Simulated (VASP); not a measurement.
An input for Quantum ESPRESSO's pw.x (written as the equivalent of a VASP run, and not itself run):

```
&CONTROL
  calculation = 'vc-relax'
  pseudo_dir = './pseudo'
  outdir = './out'
  tprnfor = .true.
  tstress = .true.
  nstep = 60
  forc_conv_thr = 0.00078
/
&SYSTEM
  ibrav = 0
  nat = 4
  ntyp = 2
  ecutwfc = 82
  occupations = 'smearing'
  smearing = 'methfessel-paxton'
  degauss = 0.00735
  input_dft = 'pbesol'
/
&ELECTRONS
  conv_thr = 7.3e-08
  electron_maxstep = 100
/
&IONS
/
&CELL
/
ATOMIC_SPECIES
  Ir 192.217 Ir.upf
  Ag 107.868 Ag.upf
CELL_PARAMETERS angstrom
     0.0000000    1.9437463    1.9437463
     1.9437463    0.0000000    1.9437463
     7.9404204    7.9404204   -0.1654353
ATOMIC_POSITIONS crystal
  Ir   0.9856771  0.9856771  0.0107421
  Ir   0.0143229  0.0143229  0.2392579
  Ag   0.0062136  0.0062136  0.4953398
  Ag   0.9937864  0.9937864  0.7546602
K_POINTS automatic
  12 12 3 0 0 0
```

Q: Write the VASP files for the same calculation (PBEsol).

A: Several could match; the one computed here: 
### POSCAR
```
Ag2Ir2
1
    0.0000000000     1.9437462816     1.9437462816
    1.9437462816     0.0000000000     1.9437462816
    7.9404203901     7.9404203901    -0.1654352636
Ir Ag
2 2
Direct
  0.9856771437   0.9856771437   0.0107421423
  0.0143228563   0.0143228563   0.2392578577
  0.0062136350   0.0062136350   0.4953397738
  0.9937863650   0.9937863650   0.7546602262
```

**INCAR**
```
SYSTEM = Ag2Ir2
PREC = Accurate; ENCUT = 400; LREAL = .FALSE.
LASPH = .TRUE.
EDIFF = 1E-6; NELM = 100; ALGO = Normal
LMAXMIX = 6
ISMEAR = 1; SIGMA = 0.1
GGA = PS
IBRION = 2; NSW = 60; ISIF = 3
EDIFFG = -0.02
LWAVE = .FALSE.; LCHARG = .FALSE.
```

KPOINTS:
```
Automatic mesh
0
Gamma
12 12 3
0 0 0
```

POTCAR, in this order: Ir Ag (PBE.64 set). Program: vasp_std.

What does not carry over: the potentials are each code's own (VASP's PAW set, PseudoDojo norm-conserving files in pw.x), so ENCUT and ecutwfc are chosen apart and not converted; conv_thr bounds pw.x's estimated SCF error, while EDIFF bounds the energy change between steps; forc_conv_thr acts on force components and is met together with etot_conv_thr.

The structure was generated: Ag2Ir2 was put into an ordered model structure (R-3m), which need not be its known phase. This run relaxes it. Symmetry was kept, so distortions that lower it aren't found. The start is the result of an earlier pass.
